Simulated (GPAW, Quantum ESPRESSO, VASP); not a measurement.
# ScF₃ (R-3c, 8 atoms in the cell) computed with different codes at matched settings

Self-consistent single point.

```
CELL_PARAMETERS angstrom
      2.85141     1.64626     4.65336
     -2.85141     1.64626     4.65336
      0.00000    -3.29252     4.65336
ATOMIC_POSITIONS crystal
  Sc 0.50000 0.50000 0.50000
  Sc 0.00000 0.00000 0.00000
  F  0.72658 0.25000 0.77342
  F  0.27342 0.75000 0.22658
  F  0.77342 0.72658 0.25000
  F  0.22658 0.27342 0.75000
  F  0.25000 0.77342 0.72658
  F  0.75000 0.22658 0.27342
```

All programs got the same cell, k-point mesh and kind of occupations (some realise fixed ones as a very narrow smearing) (in Quantum ESPRESSO's words: occupations = fixed; K_POINTS = automatic 5 5 5 0 0 0); potentials, basis and cutoffs are each program's usual ones.

| code | model | pressure (GPa) | largest force (eV/Å) | gap on the mesh (eV) | cutoff |
|---|---|---|---|---|---|
| Quantum ESPRESSO | PBEsol, PseudoDojo standard norm-conserving (PBESOL) pseudopotentials | -1.61 | 0.028 | 6.231 | 85 Ry |
| GPAW | PBEsol, GPAW PAW datasets PBEsol (made by gpaw-setup) | – | 0.021 | 6.187 | 950 eV |
| VASP | PBEsol, VASP's PBE PAW potentials (set 64) | -9.21 | 0.018 | 6.212 | 400 eV |

A dash marks a value that a program does not give, or that is left out as unsure.

Gaps are read on the mesh.

The spread over the programs that give each value: pressure within 7.60 GPa; largest force within 0.010 eV/Å; gap on the mesh within 0.044 eV.

The starting cell comes from a database of computed structures (which also holds hypothetical and non-ambient phases and stackings), without a prior relaxation at this level.

**Question.** Why do the programs differ, and what cannot be compared?

**Answer.** Differences of this kind can come from the potentials, where these differ, and from what each basis and cutoff leave unconverged. The zero of total energies and Fermi levels follows the potentials and each program's conventions, so they are not compared here. The pressure of GPAW is left out: its cutoff lies under the one at which its stress was checked.

VASP's run is marked for a possible Pulay error in its stress at this cutoff; no cutoff test was made.

VASP ran the fixed occupations as a Gaussian smearing of 0.01 eV.

Left out of this page: Ansatz, CP2K, FLEUR and SIESTA (not drawn, or without a comparable value); ABINIT (failed or unconverged); Elk (unsound by tests on forces, stress, charge or solver warnings).
